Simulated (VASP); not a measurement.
Level of theory: HSE06 screened hybrid, VASP's PBE PAW potentials (set 64) (plane waves; VASP 6.6.1).

A VASP calculation is set up with these files.

File KPOINTS:
```
Automatic mesh
0
Gamma
6 6 6
0 0 0
```

INCAR:
```
SYSTEM = KI
PREC = Accurate
ENCUT = 520
EDIFF = 1E-6
NELM = 60
ALGO = Normal
LREAL = .FALSE.
LASPH = .TRUE.
ISMEAR = 0
SIGMA = 0.05
GGA = PE
HFSCREEN = 0.2
AEXX = 0.25
LHFCALC = .TRUE.
PRECFOCK = Fast
ISYM = 3
LMAXMIX = 4
LWAVE = .FALSE.
LCHARG = .FALSE.
ISIF = 2
```

**POSCAR**
```
KI
7.0407460
  0.0000000000   0.4999999941   0.4999999941
  0.4999999941   0.0000000000   0.4999999941
  0.4999999941   0.4999999941   0.0000000000
K I
1 1
Cart
  0.0000000000   0.0000000000   0.0000000000
  0.4999999941   0.4999999941   0.4999999941
```

POTCAR, in this order: K_sv I (PBE.64 set). Program: vasp_std. Read from the step before: WAVECAR.

The run wrote:

### OUTCAR
```
 ion  position               nearest neighbor table
   1  0.000  0.000  0.000-   2 3.52   2 3.52   2 3.52   2 3.52   2 3.52   2 3.52
   2  0.500  0.500  0.500-   1 3.52   1 3.52   1 3.52   1 3.52   1 3.52   1 3.52
  LATTYP: Found a face centered cubic cell.
 ALAT       =     7.0407459170
 Subroutine PRICEL returns:
 Original cell was already a primitive cell.
 Subroutine GETGRP returns: Found 48 space group operations
The static configuration has the point symmetry O_h .
The dynamic configuration has the point symmetry O_h .
 Subroutine INISYM returns: Found 48 space group operations
 Subroutine IBZKPT returns following result:
 Found     16 irreducible k-points:

 Following reciprocal coordinates:
            Coordinates               Weight
  0.000000  0.000000  0.000000      1.000000
  0.166667  0.000000  0.000000      8.000000
  0.333333  0.000000  0.000000      8.000000
  0.500000  0.000000  0.000000      4.000000
  0.166667  0.166667  0.000000      6.000000
  0.333333  0.166667  0.000000     24.000000
  0.500000  0.166667  0.000000     24.000000
 -0.333333  0.166667  0.000000     24.000000
 -0.166667  0.166667  0.000000     12.000000
...
```

### OSZICAR
```
       N       E                     dE             d eps       ncg     rms          rms(c)
DAV:   1    -0.641108454982E+01   -0.64111E+01   -0.34059E-01   424   0.560E+00    0.374E+00
DAV:   2    -0.641353521934E+01   -0.24507E-02   -0.78257E-03   468   0.734E-01    0.234E+00
DAV:   3    -0.641312773286E+01    0.40749E-03   -0.43424E-04   544   0.194E-01    0.137E+00
DAV:   4    -0.641294815072E+01    0.17958E-03   -0.82116E-05   500   0.858E-02    0.800E-01
DAV:   5    -0.641289085257E+01    0.57298E-04   -0.34986E-05   532   0.484E-02    0.465E-01
DAV:   6    -0.641287204375E+01    0.18809E-04   -0.10870E-05   480   0.254E-02    0.271E-01
DAV:   7    -0.641286709955E+01    0.49442E-05   -0.39079E-06   468   0.154E-02    0.157E-01
DAV:   8    -0.641286558479E+01    0.15148E-05   -0.13514E-06   372   0.970E-03    0.915E-02
DAV:   9    -0.641286542812E+01    0.15666E-06   -0.81707E-07   292   0.745E-03
   1 F= -.64128654E+01 E0= -.64128654E+01  d E =-.460609E-13
```

File OUTCAR:
```
------------------------ aborting loop because EDIFF is reached ----------------------------------------
  FORCE on cell =-STRESS in cart. coord.  units (eV):
  Direction    XX          YY          ZZ          XY          YZ          ZX
  --------------------------------------------------------------------------------------
  Total        0.2986499      0.2986499      0.2986499      0.0000000      0.0000000     -0.0000000
  in kB        5.4837409      5.4837409      5.4837409      0.0000000      0.0000000     -0.0000000
  external PRESSURE =       5.4837409 kB  Pullay stress =       0.0000000 kB
  volume of cell :       87.26
      direct lattice vectors                 reciprocal lattice vectors
     0.000000000  3.520372958  3.520372958    -0.142030406  0.142030406  0.142030406
     3.520372958  0.000000000  3.520372958     0.142030406 -0.142030406  0.142030406
     3.520372958  3.520372958  0.000000000     0.142030406  0.142030406 -0.142030406
  FREE ENERGIE OF THE ION-ELECTRON SYSTEM (eV)
  ---------------------------------------------------
  free  energy   TOTEN  =        -6.4128654281 eV

  energy  without entropy=       -6.4128654281  energy(sigma->0) =       -6.41286543

  exchange ACFDT corr.  =         0.00000000  see jH, gK, PRB 81, 115126
```
(Selected blocks of OUTCAR.)

The compound is KI in the rock salt structure. This cell is one point of a volume scan, at 0.94 of the reference volume. The cell's shape comes from a PBE relaxation.
